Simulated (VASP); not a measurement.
BeS (zinc blende): the band gap from VASP (plane waves, PAW) at several levels of theory. Gaps are without spin-orbit coupling. Each level names its cell: its own relaxed one, PBE's, or the starting one. A gap is the smallest over the k-mesh and a band path; hybrids may have named points in place of the path, and GW has the mesh alone. mBJ is a potential without an energy functional, so only the levels count. The mesh is coarse and the basis finite, so the quasiparticle values are not converged.

| level | band gap (eV) |
|---|---|
| LDA (own cell) | 2.83 |
| PBE (own cell) | 3.15 |
| PBEsol (own cell) | 2.91 |
| SCAN (own cell) | 3.59 |
| r2SCAN (own cell) | 3.61 |
| mBJ (TB09) (PBE cell) | 4.39 |
| HSE06 (PBE cell) | 4.11 |
| HSEsol (PBE cell) | 3.98 |
| PBE0 (PBE cell) | 4.79 |
| B3LYP (PBE cell) | 4.76 |
| G0W0@PBE (starting cell) | 4.60 |
| evGW0@PBE (starting cell) | 4.85 |

The cell of the LDA (own cell) run:

Space group F-43m (No. 216); a = b = c = 4.797 Å, α = β = γ = 90.00°

```
atom  site  symmetry       x       y       z
----  ----  --------  ------  ------  ------
Be      4a      -43m  0.0000  0.0000  0.0000
S       4d      -43m  0.7500  0.7500  0.7500
```
(The calculation used a cell of 2 atoms; values per cell refer to that cell.)

Only levels that ran to the end are used. Left out are those held back, those with too coarse a band path, GW runs whose mesh misses a band edge, hybrids' fits of cells that aren't cubic and levels without matching references; a question may draw on a part of the rest.

The compound is BeS in the zinc blende structure.
